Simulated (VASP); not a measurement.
Computed with PBE GGA, VASP's PBE PAW potentials (set 64) (plane waves; VASP).

A VASP calculation is set up with these files.

### POSCAR
```
Ni3Si
1
    3.5100000000     0.0000000000     0.0000000000
    0.0000000000     4.9638900000     0.0000000000
    0.0000000000     0.0000000000    24.6868000000
Si Ni
4 12
Direct
  0.0000000000   0.7857950000   0.3743300000
  0.0000000000   0.2857950000   0.4748650000
  0.0000000000   0.7857950000   0.5754050000
  0.0000000000   0.2857950000   0.6759400000
  0.5000000000   0.5357950000   0.3240600000
  0.5000000000   0.0357950000   0.3240600000
  0.0000000000   0.2857950000   0.3743300000
  0.5000000000   0.0357950000   0.4245990000
  0.5000000000   0.5357950000   0.4245990000
  0.0000000000   0.7857950000   0.4748650000
  0.5000000000   0.5357950000   0.5251350000
  0.5000000000   0.0357950000   0.5251350000
  0.0000000000   0.2857950000   0.5754050000
  0.5000000000   0.0357950000   0.6256700000
  0.5000000000   0.5357950000   0.6256700000
  0.0000000000   0.7857950000   0.6759400000
```

INCAR:
```
SYSTEM = Ni3Si
PREC = Accurate; ENCUT = 300; LREAL = Auto
LASPH = T
EDIFF = 1E-6; NELM = 100; ALGO = Normal
LMAXMIX = 4
ISMEAR = 1; SIGMA = 0.1
GGA = PE
ISIF = 2
LWAVE = F; LCHARG = F
```

File KPOINTS:
```
Automatic mesh
0
Gamma
12 9 1
0 0 0
```

POTCAR, in this order: Si Ni (PBE.64 set). Program: vasp_std.

The resulting files:

OUTCAR:
```
 ion  position               nearest neighbor table
   1  0.000  0.786  0.374-  10 2.48   7 2.48   7 2.48   8 2.48   9 2.48   8 2.48   9 2.48   5 2.48
                             6 2.48   6 2.48   5 2.48
   2  0.000  0.286  0.475-   7 2.48   8 2.48   9 2.48   8 2.48   9 2.48  10 2.48  10 2.48  12 2.48
                            11 2.48  11 2.48  12 2.48  13 2.48
   3  0.000  0.786  0.575-  16 2.48  15 2.48  14 2.48  14 2.48  15 2.48  13 2.48  13 2.48  11 2.48
                            12 2.48  12 2.48  11 2.48  10 2.48
   4  0.000  0.286  0.676-  13 2.48  16 2.48  16 2.48  14 2.48  15 2.48  14 2.48  15 2.48
   5  0.500  0.536  0.324-   6 2.48   6 2.48   7 2.48   1 2.48   1 2.48   7 2.48   9 2.48
   6  0.500  0.036  0.324-   5 2.48   5 2.48   7 2.48   1 2.48   1 2.48   7 2.48   8 2.48
   7  0.000  0.286  0.374-   2 2.48   1 2.48   1 2.48   9 2.48   8 2.48   8 2.48   9 2.48   5 2.48
                             6 2.48   6 2.48   5 2.48
   8  0.500  0.036  0.425-   2 2.48  10 2.48   2 2.48  10 2.48  12 2.48   9 2.48   9 2.48   1 2.48
                             1 2.48   7 2.48   7 2.48   6 2.48
   9  0.500  0.536  0.425-   2 2.48  10 2.48   2 2.48  10 2.48  11 2.48   8 2.48   8 2.48   1 2.48
                             1 2.48   7 2.48   7 2.48   5 2.48
  10  0.000  0.786  0.475-   1 2.48   8 2.48   9 2.48   8 2.48   9 2.48   2 2.48   2 2.48  12 2.48
                            11 2.48  11 2.48  12 2.48   3 2.48
  11  0.500  0.536  0.525-  15 2.48   9 2.48  12 2.48  12 2.48  10 2.48   2 2.48   2 2.48  10 2.48
                             3 2.48   3 2.48  13 2.48  13 2.48
  12  0.500  0.036  0.525-  14 2.48   8 2.48  11 2.48  11 2.48  10 2.48   2 2.48   2 2.48  10 2.48
                             3 2.48   3 2.48  13 2.48  13 2.48
  13  0.000  0.286  0.575-   4 2.48  14 2.48  15 2.48  14 2.48  15 2.48   3 2.48   3 2.48  11 2.48
                            12 2.48  12 2.48  11 2.48   2 2.48
  14  0.500  0.036  0.626-  12 2.48   3 2.48  13 2.48   3 2.48  13 2.48  15 2.48  15 2.48  16 2.48
...
```

**OSZICAR**
```
       N       E                     dE             d eps       ncg     rms          rms(c)
DAV:   1     0.823017285285E+03    0.82302E+03   -0.44280E+04  5718   0.118E+03
DAV:   2    -0.287616837407E+02   -0.85178E+03   -0.82354E+03  5775   0.331E+02
DAV:   3    -0.100847637697E+03   -0.72086E+02   -0.68859E+02  6184   0.130E+02
DAV:   4    -0.103580399210E+03   -0.27328E+01   -0.26931E+01  6495   0.241E+01
DAV:   5    -0.103682360567E+03   -0.10196E+00   -0.10183E+00  7268   0.405E+00    0.365E+01
DAV:   6    -0.110584146025E+03   -0.69018E+01   -0.26431E+02  6634   0.153E+02    0.429E+01
DAV:   7    -0.100553814038E+03    0.10030E+02   -0.10005E+02  6726   0.144E+02    0.439E+01
DAV:   8    -0.111735916677E+03   -0.11182E+02   -0.12703E+02  8382   0.130E+02    0.581E+01
DAV:   9    -0.100986718173E+03    0.10749E+02   -0.11259E+02  8409   0.747E+01    0.323E+01
DAV:  10    -0.934934361314E+02    0.74933E+01   -0.31642E+01  9137   0.772E+01    0.248E+01
DAV:  11    -0.904031948479E+02    0.30902E+01   -0.25321E+01  8567   0.500E+01    0.102E+01
DAV:  12    -0.902679761636E+02    0.13522E+00   -0.77616E+00  8196   0.434E+01    0.107E+01
DAV:  13    -0.897702224387E+02    0.49775E+00   -0.46560E+00  7171   0.310E+01    0.545E+00
DAV:  14    -0.900335869354E+02   -0.26336E+00   -0.33642E+00  7369   0.228E+01    0.816E+00
DAV:  15    -0.897101447851E+02    0.32344E+00   -0.11147E+00  6914   0.169E+01    0.448E+00
DAV:  16    -0.896899123329E+02    0.20232E-01   -0.25528E-01  7291   0.525E+00    0.363E+00
DAV:  17    -0.896490080042E+02    0.40904E-01   -0.35138E-01  7384   0.812E+00    0.251E+00
DAV:  18    -0.896227627826E+02    0.26245E-01   -0.26376E-01  8473   0.564E+00    0.181E+00
DAV:  19    -0.896181325676E+02    0.46302E-02   -0.12059E-01  6769   0.398E+00    0.115E+00
DAV:  20    -0.896147438104E+02    0.33888E-02   -0.49790E-02  7310   0.335E+00    0.940E-01
DAV:  21    -0.896118098758E+02    0.29339E-02   -0.28838E-02  7119   0.173E+00    0.489E-01
DAV:  22    -0.896106206416E+02    0.11892E-02   -0.48146E-03  7824   0.766E-01    0.177E-01
DAV:  23    -0.896105259623E+02    0.94679E-04   -0.10884E-03  7473   0.279E-01    0.862E-02
DAV:  24    -0.896106300286E+02   -0.10407E-03   -0.47465E-04  6416   0.199E-01    0.655E-02
DAV:  25    -0.896107903150E+02   -0.16029E-03   -0.27129E-04  6805   0.202E-01    0.462E-02
DAV:  26    -0.896110069251E+02   -0.21661E-03   -0.11995E-04  6191   0.908E-02    0.324E-02
DAV:  27    -0.896111834924E+02   -0.17657E-03   -0.45010E-05  6996   0.525E-02    0.172E-02
DAV:  28    -0.896113118936E+02   -0.12840E-03   -0.35120E-05  6193   0.517E-02    0.170E-02
DAV:  29    -0.896113545341E+02   -0.42640E-04   -0.15251E-05  5960   0.322E-02    0.605E-03
DAV:  30    -0.896113974520E+02   -0.42918E-04   -0.52482E-06  5032   0.176E-02    0.537E-03
DAV:  31    -0.896114274735E+02   -0.30022E-04   -0.26795E-06  4386   0.966E-03    0.526E-03
DAV:  32    -0.896114405625E+02   -0.13089E-04   -0.83749E-07  3761   0.110E-02    0.257E-03
DAV:  33    -0.896114628913E+02   -0.22329E-04   -0.86812E-07  3654   0.685E-03    0.312E-03
DAV:  34    -0.896114821819E+02   -0.19291E-04   -0.12758E-06  4016   0.585E-03    0.129E-03
DAV:  35    -0.896114862867E+02   -0.41048E-05   -0.27636E-07  3626   0.264E-03    0.107E-03
DAV:  36    -0.896114874104E+02   -0.11237E-05   -0.80098E-08  3286   0.204E-03    0.581E-04
DAV:  37    -0.896114889145E+02   -0.15041E-05   -0.76231E-08  3355   0.104E-03    0.489E-04
DAV:  38    -0.896114892945E+02   -0.38000E-06   -0.21458E-08  3249   0.787E-04
   1 F= -.89611489E+02 E0= -.89610828E+02  d E =-.198305E-02
```

OUTCAR:
```
------------------------ aborting loop because EDIFF is reached ----------------------------------------
  FORCE on cell =-STRESS in cart. coord.  units (eV):
  Direction    XX          YY          ZZ          XY          YZ          ZX
  --------------------------------------------------------------------------------------
  Total       -6.2007537     -8.8555214     -5.1453127      0.0000000      0.0000000      0.0000000
  in kB      -23.0972887    -32.9860758    -19.1658590      0.0000000      0.0000000      0.0000000
  external PRESSURE =     -25.0830745 kB  Pullay stress =       0.0000000 kB
  volume of cell :      430.12
      direct lattice vectors                 reciprocal lattice vectors
     3.510000000  0.000000000  0.000000000     0.284900285  0.000000000  0.000000000
     0.000000000  4.963890000  0.000000000     0.000000000  0.201454907  0.000000000
     0.000000000  0.000000000 24.686800000     0.000000000  0.000000000  0.040507478
 POSITION                                       TOTAL-FORCE (eV/Angst)
 -----------------------------------------------------------------------------------
      0.00000      3.90060      9.24101         0.000000      0.000000     -0.548882
      0.00000      1.41865     11.72290         0.000000      0.000000     -0.128190
      0.00000      3.90060     14.20491         0.000000      0.000000      0.129582
      0.00000      1.41865     16.68680         0.000000      0.000000     -1.193223
      1.75500      2.65963      8.00000         0.000000      0.343056      0.670933
      1.75500      0.17768      8.00000         0.000000     -0.343056      0.670933
      0.00000      1.41865      9.24101         0.000000      0.000000     -0.315794
      1.75500      0.17768     10.48199         0.000000      0.036598     -0.112320
      1.75500      2.65963     10.48199         0.000000     -0.036598     -0.112320
      0.00000      3.90060     11.72290         0.000000      0.000000     -0.101921
      1.75500      2.65963     12.96390         0.000000     -0.018943      0.030913
      1.75500      0.17768     12.96390         0.000000      0.018943      0.030913
      0.00000      1.41865     14.20491         0.000000      0.000000     -0.080554
      1.75500      0.17768     15.44579         0.000000      0.054835      0.706489
      1.75500      2.65963     15.44579         0.000000     -0.054835      0.706489
      0.00000      3.90060     16.68680         0.000000      0.000000     -0.353049
 -----------------------------------------------------------------------------------
    total drift:                               -0.000000      0.000090     -0.000389
  FREE ENERGIE OF THE ION-ELECTRON SYSTEM (eV)
  ---------------------------------------------------
  free  energy   TOTEN  =       -89.6114892945 eV

  energy  without entropy=      -89.6095062432  energy(sigma->0) =      -89.61082828
```
(Selected blocks of OUTCAR.)

At this cut-off the stress carries a Pulay error, which pulls relaxed volumes low. The cell holds a wide vacuum, so values per volume refer to the whole cell.

The cell is a sheet with vacuum, built from a generated structure. The run is not spin-polarised, so no magnetic state was tried.
